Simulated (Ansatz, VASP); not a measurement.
**LaScH6: VASP beside Ansatz**

Aim: how closely do two programs agree when they are given the same cell, functional and k mesh? The cell is generated by rule, not measured, and may not be a known phase. Of the first pair: The cell is taken from a series of runs on this material, whose earlier steps may have relaxed, scaled, displaced or heated it; both programs get it as it stands.

Program: Ansatz 0.2.0. Level of theory: plane waves, with VASP 6.6.1 beside it; relaxation of cell and atoms at PBEsol. Results are calculated unless marked as measured.

## Step 1: Set-up

Symmetry: Pm-3, No. 200, cubic system. The conventional cell has a = 4.122 Å, b = 4.122 Å, c = 4.122 Å, α = 90.00°, β = 90.00°, γ = 90.00°. Nearest to La lie 12 H at 2.34 Å. Nearest to Sc lie 12 H at 2.27 Å. H has 2 H at 1.90 to 2.23 Å and 2 Sc at 2.27 Å and 2 La at 2.34 Å nearest. Farther neighbours are not listed.

## Step 2: VASP: relaxation of cell and atoms, PBEsol, pair 1

The relaxed volume is the usual yardstick between codes: in a stiff, nearly cubic crystal its relative difference is about their pressure difference at one cell divided by the bulk modulus.

Lines of VASP's logs that name or quote its potential files are left out, and so is its time.

INCAR

```
SYSTEM = LaScH6
PREC = Accurate
ENCUT = 500
EDIFF = 1E-07
NELM = 200
ISMEAR = 0
SIGMA = 0.01
LREAL = .FALSE.
ALGO = Normal
GGA = PS
NBANDS = 22
LASPH = .TRUE.
LORBIT = 11
LWAVE = .FALSE.
LCHARG = .FALSE.
ISIF = 3
IBRION = 2
NSW = 80
EDIFFG = -0.005
GGA_COMPAT = .FALSE.
NELMIN = 4
EFERMI = MIDGAP
LMAXMIX = 6
KPAR = 4
```

POSCAR

```
LaScH6
1.0
    4.1224420000      0.0000000000      0.0000000000
    0.0000000000      4.1224420000      0.0000000000
    0.0000000000      0.0000000000      4.1224420000
La Sc H
1 1 6
Direct
    0.5000000000      0.5000000000      0.5000000000
    0.0000000000      0.0000000000      0.0000000000
    0.5000000000      0.7701085910      0.0000000000
    0.0000000000      0.5000000000      0.2298914090
    0.7701085910      0.0000000000      0.5000000000
    0.5000000000      0.2298914090      0.0000000000
    0.0000000000      0.5000000000      0.7701085910
    0.2298914090      0.0000000000      0.5000000000
```

KPOINTS

```
Automatic mesh
0
Gamma
8 8 8
0 0 0
```

PAW data sets: La, Sc_sv and H (PBE family, release 64).

On the command line:

```bash
> mpirun -np 4 vasp_std
```

Numbers of over 12 decimals in the logs are rounded to 6 here.

Output:

```text
[banner, memory and clock lines left out]
running    4 mpi-ranks, on    1 nodes
 distrk:  each k-point on    1 cores,    4 groups
 distr:  one band on    1 cores,    1 groups

 POSCAR found type information on POSCAR LaScH
 POSCAR found :  3 types and       8 ions
|                                                                             |
|               ----> ADVICE to this user running VASP <----                  |
|                                                                             |
|     You enforced a specific xc type in the INCAR file but a different       |
|     [... a line on the potential file left out ...]
|     I HOPE YOU KNOW WHAT YOU ARE DOING!                                     |
|                                                                             |

 LDA part: xc-table for (Slater+PW92), standard interpolation
 POSCAR, INCAR and KPOINTS ok, starting setup
 FFT: planning ... GRIDC
 FFT: planning ... GRID_SOFT
 FFT: planning ... GRID
 WAVECAR not read
 entering main loop
       N       E                     dE             d eps       ncg     rms          rms(c)
DAV:   1     0.269205126883E+03    0.26921E+03   -0.10690E+04  2012   0.160E+03
DAV:   2     0.283950012813E+01   -0.26637E+03   -0.24676E+03  2480   0.394E+02
DAV:   3    -0.376510933396E+02   -0.40491E+02   -0.37574E+02  3130   0.158E+02
DAV:   4    -0.399809101047E+02   -0.23298E+01   -0.23246E+01  3608   0.341E+01
DAV:   5    -0.401222474140E+02   -0.14134E+00   -0.14129E+00  3060   0.643E+00    0.111E+01
DAV:   6    -0.358910061954E+02    0.42312E+01   -0.91632E+00  3240   0.240E+01    0.431E+00
DAV:   7    -0.355324543010E+02    0.35855E+00   -0.27232E+00  3640   0.124E+01    0.198E+00
DAV:   8    -0.357024957708E+02   -0.17004E+00   -0.26584E+00  3236   0.163E+01    0.260E+00
DAV:   9    -0.355032592998E+02    0.19924E+00   -0.32040E-01  3314   0.625E+00    0.103E+00
DAV:  10    -0.354760697972E+02    0.27190E-01   -0.11509E-01  3264   0.281E+00    0.183E-01
DAV:  11    -0.354766551373E+02   -0.58534E-03   -0.64785E-03  3912   0.787E-01    0.104E-01
DAV:  12    -0.354764740646E+02    0.18107E-03   -0.53451E-04  3254   0.243E-01    0.360E-02
DAV:  13    -0.354764869773E+02   -0.12913E-04   -0.22350E-04  3578   0.104E-01    0.232E-02
DAV:  14    -0.354764960712E+02   -0.90939E-05   -0.12481E-04  3864   0.921E-02    0.183E-02
DAV:  15    -0.354764909466E+02    0.51246E-05   -0.22699E-05  3426   0.381E-02    0.631E-03
DAV:  16    -0.354764899241E+02    0.10225E-05   -0.86761E-06  3816   0.271E-02    0.135E-03
DAV:  17    -0.354764899209E+02    0.31914E-08   -0.41931E-07  3004   0.413E-03
   1 F= -.35476490E+02 E0= -.35476490E+02  d E =-.354765E+02
 curvature:   0.00 expect dE= 0.000E+00 dE for cont linesearch  0.000E+00
 trial: gam= 0.00000 g(F)=  0.122E-04 g(S)=  0.439E-04 ort = 0.000E+00 (trialstep = 0.100E+01)
 search vector abs. value=  0.561E-04
 bond charge predicted
       N       E                     dE             d eps       ncg     rms          rms(c)
DAV:   1    -0.354766613456E+02   -0.17142E-03   -0.42093E-03  2664   0.689E-01    0.765E-02
DAV:   2    -0.354765478829E+02    0.11346E-03   -0.54204E-04  3340   0.278E-01    0.234E-02
DAV:   3    -0.354765314898E+02    0.16393E-04   -0.58382E-05  3028   0.646E-02    0.119E-02
DAV:   4    -0.354765290092E+02    0.24806E-05   -0.13150E-05  3606   0.325E-02    0.439E-03
DAV:   5    -0.354765295349E+02   -0.52566E-06   -0.19536E-06  3550   0.123E-02    0.192E-03
DAV:   6    -0.354765298303E+02   -0.29539E-06   -0.21463E-07  2592   0.388E-03    0.658E-04
DAV:   7    -0.354765299014E+02   -0.71085E-07   -0.65821E-08  1850   0.297E-03
   2 F= -.35476530E+02 E0= -.35476530E+02  d E =-.399804E-04
 trial-energy change:   -0.000040  1 .order   -0.000039   -0.000056   -0.000021
 step:   1.4425(harm=  1.5983)  dis= 0.00045  next Energy=   -35.476535 (dE=-0.448E-04)
 reached required accuracy - stopping structural energy minimisation
```

OUTCAR, selected parts (step 2):

```text
ion  position               nearest neighbor table
   1  0.500  0.500  0.500-
   2  0.000  0.000  0.000-
   3  0.500  0.770  0.000-
   4  0.000  0.500  0.230-
   5  0.770  0.000  0.500-
   6  0.500  0.230  0.000-
   7  0.000  0.500  0.770-
   8  0.230  0.000  0.500-

  LATTYP: Found a simple cubic cell.
 ALAT       =     4.1224420000

 Subroutine GETGRP returns: Found 24 space group operations
 (whereof 24 operations were pure point group operations)

The static configuration has the point symmetry T_h .

 Found     45 irreducible k-points:

   k-points           NKPTS =     45   k-points in BZ     NKDIM =     45   number of bands    NBANDS=     22

   dimension x,y,z NGX =    30 NGY =   30 NGZ =   30
   dimension x,y,z NGXF=    60 NGYF=   60 NGZF=   60

   ENCUT  =  500.0 eV  36.75 Ry    6.06 a.u.   7.52  7.52  7.52*2*pi/ulx,y,z

   NELECT =      28.0000    total number of electrons

 k-points in reciprocal lattice and weights: Automatic mesh
   0.00000000  0.00000000  0.00000000       0.002
   0.12500000  0.00000000  0.00000000       0.012
   0.25000000  0.00000000  0.00000000       0.012
   0.37500000  0.00000000  0.00000000       0.012
   0.50000000  0.00000000  0.00000000       0.006
   0.12500000  0.12500000  0.00000000       0.023
   0.25000000  0.12500000  0.00000000       0.023
  -0.12500000  0.25000000  0.00000000       0.023
   0.37500000  0.12500000  0.00000000       0.023
[...]
0.50000000  0.50000000  0.37500000       0.012
   0.50000000  0.50000000  0.50000000       0.002

 average (electrostatic) potential at core
       1 -96.8971       2 -45.9295       3 -29.7775       4 -29.7775       5 -29.7775
       6 -29.7775       7 -29.7775       8 -29.7775

 E-fermi :   5.3771

 k-point     1 :       0.0000    0.0000    0.0000
  band No.  band energies     occupation
    ...
     10       0.4498      2.00000
     11       0.4498      2.00000
     12       5.3119      2.00000
     13       5.3119      2.00000
     14       5.3119      2.00000
     15       6.6329      0.00000
     16       6.6329      0.00000
     17       6.6329      0.00000
     18       7.7639      0.00000
     19       7.7639      0.00000
    ...

 k-point     2 :       0.1250    0.0000    0.0000
  band No.  band energies     occupation
    ...
     10       0.5363      2.00000
     11       0.5772      2.00000
     12       4.8866      2.00000
     13       4.9409      2.00000
     14       5.0387      2.00000
     15       6.6762      0.00000
     16       6.7158      0.00000
     17       6.8941      0.00000
     18       7.6459      0.00000
     19       7.8708      0.00000
    ...

 k-point     3 :       0.2500    0.0000    0.0000
  band No.  band energies     occupation
    ...
     10       0.6821      2.00000
     11       0.9250      2.00000
     12       4.0006      2.00000
     13       4.3078      2.00000
     14       4.6109      2.00000
     15       6.6788      0.00000
     16       6.7876      0.00000
     17       7.1353      0.00000
     18       7.3323      0.00000
     19       8.1533      0.00000
    ...

  Total       -0.0140873     -0.0140873     -0.0140873      0.0000000      0.0000000     -0.0000000
  in kB       -0.3224496     -0.3224496     -0.3224496      0.0000000      0.0000000     -0.0000000
  external PRESSURE =      -0.3224496 kB  Pullay stress =       0.0000000 kB

  energy-cutoff  :      500.00
  volume of cell :       70.00
      direct lattice vectors                 reciprocal lattice vectors
     4.121217231 -0.000000000  0.000000000     0.242646758  0.000000000 -0.000000000
    -0.000000000  4.121217231 -0.000000000     0.000000000  0.242646758 -0.000000000
     0.000000000  0.000000000  4.121217231    -0.000000000  0.000000000  0.242646758

 POSITION                                       TOTAL-FORCE (eV/Angst)
 -----------------------------------------------------------------------------------
      2.06061      2.06061      2.06061         0.000000      0.000000      0.000000
     -0.00000      0.00000      0.00000         0.000000      0.000000      0.000000
      2.06061      3.17347      0.00000         0.000000     -0.004496      0.000000
     -0.00000      2.06061      0.94775         0.000000      0.000000      0.004496
      3.17347     -0.00000      2.06061        -0.004496      0.000000     -0.000000
      2.06061      0.94775      0.00000        -0.000000      0.004496     -0.000000
      4.12122      2.06061      3.17347        -0.000000     -0.000000     -0.004496
      0.94775     -0.00000      2.06061         0.004496     -0.000000      0.000000
 -----------------------------------------------------------------------------------
    total drift:                                0.000000      0.000000     -0.000000

  FREE ENERGIE OF THE ION-ELECTRON SYSTEM (eV)
  ---------------------------------------------------
  free  energy   TOTEN  =       -35.4765299014 eV

  energy  without entropy=      -35.4765299014  energy(sigma->0) =      -35.47652990

 reached required accuracy - stopping structural energy minimisation

 total charge
# of ion       s       p       d       f       tot
--------------------------------------------------
    1        2.041   5.664   0.803   0.187   8.695
    2        2.156   6.120   0.975   0.000   9.251
    3        0.524   0.006   0.000   0.000   0.530
    4        0.524   0.006   0.000   0.000   0.530
    5        0.524   0.006   0.000   0.000   0.530
    6        0.524   0.006   0.000   0.000   0.530
    7        0.524   0.006   0.000   0.000   0.530
    8        0.524   0.006   0.000   0.000   0.530
--------------------------------------------------
tot          7.344  11.817   1.778   0.187  21.126

[... 3 further parts left out ...]
```

The run keeps the 24 symmetry operations of its start, so it cannot find a distortion of lower symmetry.

## Step 3: Ansatz: relaxation of cell and atoms, PBEsol, pair 1

Ansatz runs on its default PAW (the set named soft_2) files.

The same cell, functional and mesh now go to Ansatz, which takes its cutoff from its data sets.

input.yaml

```yaml
crystal:
  lattice:
    - [4.1224423952, 0.0, 0.0]
    - [0.0, 4.1224423952, 0.0]
    - [0.0, 0.0, 4.1224423952]
  atoms:
    - { symbol: La, position: [0.5, 0.5, 0.5] }
    - { symbol: Sc, position: [0.0, 0.0, 0.0] }
    - { symbol: H, position: [0.5, 0.7701085527, 0.0] }
    - { symbol: H, position: [0.0, 0.5, 0.2298914473] }
    - { symbol: H, position: [0.7701085527, 0.0, 0.5] }
    - { symbol: H, position: [0.5, 0.2298914473, 0.0] }
    - { symbol: H, position: [0.0, 0.5, 0.7701085527] }
    - { symbol: H, position: [0.2298914473, 0.0, 0.5] }
kpoints:
  mp_grid: { grid: [8, 8, 8] }
hamiltonian:
  xc: pbesol
scf:
  occupations: { method: fixed }
output:
  forces: true
  stress: true
  eigenvalues: true
relax:
  adjacent_minimum: "off"
  f_tol: 0.001
  max_steps: 60
  cell: { stress_tol: 0.01 }
```

On the command line:

```bash
> ansatz run input.yaml --threads 8 --pin off --max-ram 14336MiB --backend cpu --events-out ev --progress --plain --runs-dir out
```

Output:

```text
Engine: ansatz 0.2.0, x86_64-unknown-linux-gnu
Pseudopotentials: kind: paw
Pseudopotential: La, paw, valence charge 11, recommended cutoff 420 eV (normal), La.paw.azcp
Pseudopotential: Sc, paw, valence charge 11, recommended cutoff 420 eV (normal), Sc.paw.azcp
Pseudopotential: H, paw, valence charge 1, recommended cutoff 420 eV (normal), H.paw.azcp
Functional definition: PBEsol
  exchange = pbesol_x
  correlation = pbesol_c
Crystal: 8 atoms, lattice volume = 70.059 Å³
Basis set: ecut = 420 eV, 1357 PW (Γ), exchange–correlation on 60×60×60 points (8 copies of the dense FFT grid, shifted against one another)
Bands: 22, of which v1, the nominal top of the filled ones, is band 14 counted from 1 (13 counted from 0)
Symmetry: 24 space group operations
Space group: Pm-3 (ITA 200), of the structure as read, at distance tolerance 4.1e-5 Å
k-points: 45 of 512
Non-local potential: La, projectors of the file, l = 0: 3, l = 1: 2, l = 2: 2, l = 3: 3
Non-local potential: Sc, projectors of the file, l = 0: 3, l = 1: 2, l = 2: 3, l = 3: 1
Non-local potential: H, projectors of the file, l = 0: 2, l = 1: 1
PAW form: soft (Blöchl's): semilocal exchange-correlation on the pseudo side does not see the compensation charge
PAW frozen core: La, regenerated for the run's functional, and the local potential with it (the file was generated under x = pbe(κ = 0.804, μ = 0.219515), c = pbe(β = 0.066725))
PAW frozen core: Sc, regenerated for the run's functional, and the local potential with it (the file was generated under x = pbe(κ = 0.804, μ = 0.219515), c = pbe(β = 0.066725))
PAW one-centre angular grid: La, 590 points (default); XC on 64 Gauss nodes
PAW one-centre angular grid: Sc, 590 points (default); XC on 64 Gauss nodes
PAW one-centre angular grid: H, 110 points (default); XC on 64 Gauss nodes
Initial density: superposition of atomic densities (neutral atoms: chi_scale 0, normalization atom), corrected by the library's trained network
Initial wavefunctions: pseudopotential atomic-orbital guess
Functional: x = pbesol(κ = 0.804, μ = 0.123457), c = pbesol(β = 0.046)
SCF iter   1: F=—  HF=-8370.291587 eV  |F-HF|=—  |Δ(HF+E_count)|=         —  Δρ=6.25e-3  dr2=2.57e-2  ethr=1.77e-3  ⟨swp⟩=3.5  Hψ=3765  notcnv=0  defer=190
preconditioner: auto → Resta (q_TF=auto, 2.342 Å⁻¹)  ε∞=4.6  [insulator: Δε(μ)=0.165 eV  Ē_g=9.969 eV  n_scr=18 (ndim 8)  ℏωp=18.8 eV  f_vac=0.000  ε∞_Penn≈4.6]
SCF iter   2: F=—  HF=-8370.285650 eV  |F-HF|=—  |Δ(HF+E_count)|=   5.94e-3  Δρ=2.97e-3  dr2=3.43e-3  ethr=9.16e-5  ⟨swp⟩=2.3  Hψ=2046  notcnv=0  defer=263
SCF iter   3: F=—  HF=-8370.285135 eV  |F-HF|=—  |Δ(HF+E_count)|=   5.15e-4  Δρ=9.41e-4  dr2=4.16e-4  ethr=1.22e-5  ⟨swp⟩=2.0  Hψ=1070  notcnv=0  defer=268
SCF iter   4: F=—  HF=-8370.285074 eV  |F-HF|=—  |Δ(HF+E_count)|=   6.15e-5  Δρ=1.34e-4  dr2=8.52e-6  ethr=1.49e-6  ⟨swp⟩=2.4  Hψ=1518  notcnv=0  defer=267
SCF iter   5: F=—  HF=-8370.285068 eV  |F-HF|=—  |Δ(HF+E_count)|=   5.18e-6  Δρ=3.45e-5  dr2=4.40e-7  ethr=3.04e-8  ⟨swp⟩=2.6  Hψ=1420  notcnv=0  defer=167
SCF iter   6: F=-8370.285069 eV  HF=-8370.285069 eV  |F-HF|=8.93e-9  |Δ(HF+E_count)|=   3.01e-7  Δρ=4.65e-6  dr2=1.39e-8  ethr=3.57e-10  ⟨swp⟩=10.5  Hψ=5389  notcnv=0
SCF 1 converged in 6 iterations: F = -8370.285069 eV  dr2 = 1.39e-8
  greatest PAW one-centre occupation: 0.998 electrons in one spin orbital (limit 2), on the Sc atom at site 1 (counted from 0), in its partial waves of l = 0
relax step   1: F+E_penalty+E_count = -8370.28506862 eV  Δ(F+E_penalty+E_count) = +0.000e0 eV  max|allowed force component| = 1.131e-3 eV/Å  Δτ_max = 0.0000 Å  P = +0.027 GPa  Ω = 70.059 Å³  (6 SCF iters, dr2 threshold 1.00e-7 eV, accepted)
[...]
relax step   2: F+E_penalty+E_count = -8370.28501462 eV  Δ(F+E_penalty+E_count) = +5.399e-5 eV  max|allowed force component| = 3.795e-4 eV/Å  Δτ_max = 0.0004 Å  P = -0.049 GPa  Ω = 70.119 Å³  energy of the carried Pulay correction = -5.095e-5 eV  (5 SCF iters, dr2 threshold 1.79e-9 eV, rejected (line search))
[...]
relax step   3: F+E_penalty+E_count = -8370.28505435 eV  Δ(F+E_penalty+E_count) = +1.426e-5 eV  max|allowed force component| = 5.666e-4 eV/Å  Δτ_max = 0.0004 Å  P = +0.004 GPa  Ω = 70.079 Å³  energy of the carried Pulay correction = -1.690e-5 eV  (6 SCF iters, accepted)
[...]
relax step   4: F+E_penalty+E_count = -8370.28505435 eV  Δ(F+E_penalty+E_count) = +1.819e-12 eV  max|allowed force component| = 5.666e-4 eV/Å  Δτ_max = 0.0000 Å  P = +0.004 GPa  Ω = 70.079 Å³  stress off target by 4.37e-3 GPa  SCF on the basis re-selected at this cell (its energy is not comparable with the rows above)  (4 SCF iters)
basis re-selected at this cell: Δ(F+E_penalty+E_count) = +1.819e-12 eV, ΔP = +0.000 GPa vs the last step (what re-selecting the basis moved, of the pressure what is left beyond the Pulay correction that the steps carried, after the strain that the cell walked since its last selection, with what the two solves' SCF thresholds leave and, on support functions, any second-order correction that the steps lacked; it is no  [...]
SCF converged after 4 iterations
Free energy (F): -8370.285054 eV
Harris-Foulkes:  -8370.285054 eV  (|F-HF|=3.64e-12)
Internal energy: -8370.285054 eV  (E = F + TS)
E sigma→0 (E₀):  -8370.285054 eV
Fermi energy:    9.137318 eV
--- Per-component energies (eV) ---
  E_band       = -205.530343
  E_kinetic    = 536.662231
  E_local      = -1162.444877  (includes V_loc(G=0)·N_el)
  E_nonlocal   = 186.585067
  E_hartree    = 383.040195
  E_xc         = -297.829773
  E_vxc        = -349.039270  (∫ρ·V_xc dr)
  E_paw        = -6262.832440  (= ΣΔE_a)
  E_vpaw       = -183.367468  (= ΣTr[D̂ρ^β])
  E_aug_tail   = -0.006436  (compensation charges beyond the density's cutoff)
  E_ewald      = -1753.757556
  E_core_change = 0.298534  (= ΣΔE_core)
  E_smearing   = -0.000000  (= −TS)
  E_closure    = 0.000000  (closes the sum)
  Σ components = -8370.285054   (vs F -8370.285054, Δ=0.00e0)
--- Forces (eV/Å), atoms counted from 1 ---
  atom   1  La     0.00000000     0.00000000     0.00000000
  atom   2  Sc     0.00000000     0.00000000    -0.00000000
  atom   3  H     -0.00000000     0.00056657     0.00000000
  atom   4  H      0.00000000     0.00000000    -0.00056657
  atom   5  H      0.00056657     0.00000000     0.00000000
  atom   6  H      0.00000000    -0.00056657     0.00000000
  atom   7  H      0.00000000     0.00000000     0.00056657
  atom   8  H     -0.00056657     0.00000000     0.00000000
  max |Σ_I F_I| component: 3.25e-19 eV/Å
--- Stress (GPa, compression-positive) ---
        0.004366       0.000000       0.000000
        0.000000       0.004366       0.000000
        0.000000       0.000000       0.004366
  P = ⅓ Tr σ = 0.0044 GPa (0.044 kbar)
--- Band table (eV; the first three rows and the last of 45) ---
  k-point 0: bands = [... 10 lower, 4.2932, 9.1373, 9.1373, 9.1373, 10.4717, 10.4717, 10.4717, 11.6023, ... 4 higher]
  k-point 1: bands = [... 10 lower, 4.4204, 8.7153, 8.7710, 8.8684, 10.5139, 10.5518, 10.7293, 11.4742, ... 4 higher]
  k-point 2: bands = [... 10 lower, 4.7678, 7.8336, 8.1422, 8.4448, 10.5133, 10.6223, 10.9700, 11.1548, ... 4 higher]
  k-point 44: bands = [... 10 lower, 4.5384, 7.3329, 7.3329, 7.3329, 10.9790, 11.4464, 11.4464, 12.3306, ... 4 higher]
--- Relaxed structure (3 steps of the walk, 2 accepted, 1 SCFs on fresh bases) ---
  F+E_penalty+E_count = -8370.28505435 eV   max|allowed force component| = 5.666e-4 eV/Å   (the final SCF, on the basis selected at the relaxed cell)
  cell:  # Å, volume = 70.0788 Å³
    - [4.122831, 0, 0.0]
    - [0, 4.122831, 0.0]
    - [0.0, 0.0, 4.122831]
  atoms:
    - { symbol: La, position: [0.5, 0.5, 0.5] }
    - { symbol: Sc, position: [0, 0, 0] }
    - { symbol: H, position: [0.5, 0.770010, 0.0] }
    - { symbol: H, position: [0, 0.5, 0.229990] }
    - { symbol: H, position: [0.770010, 0, 0.5] }
    - { symbol: H, position: [0.5, 0.229990, 0.0] }
    - { symbol: H, position: [0, 0.5, 0.770010] }
    - { symbol: H, position: [0.229990, 0, 0.5] }
```

## Step 4: Differences

Known differences besides the potentials themselves: fixed occupations in Ansatz, narrow Gaussian smearing in VASP; the cutoff is 420 eV in Ansatz and 500 eV in VASP; Ansatz makes its cores anew for this functional, VASP keeps those of its PBE data sets; Ansatz adds a Pulay correction to the stress that steers its cell, VASP none. Total energies have different zeros and are not compared.

Both answers:

| quantity | Ansatz | VASP | difference |
| --- | --- | --- | --- |
| volume (Å³) | 70.08 | 70.00 | +0.12 % |
| edge a after relaxation, in the typed setting (Å) | 4.123 | 4.121 | +0.04 % |

(Part 1 of 2 ends here.)

[Lines on the potential files, build, host, timing and source positions are cut from VASP's logs without a mark.]

[Logs are printed without paths, hosts, clocks, repeated set-up lines and the standing remarks that a program may print on its own settings, such as how far it seeks lower states.]

[Hosts, paths, dates, database ids (printed as entryN), source tags and the programs' standing remarks are cut or masked in the printed files.]
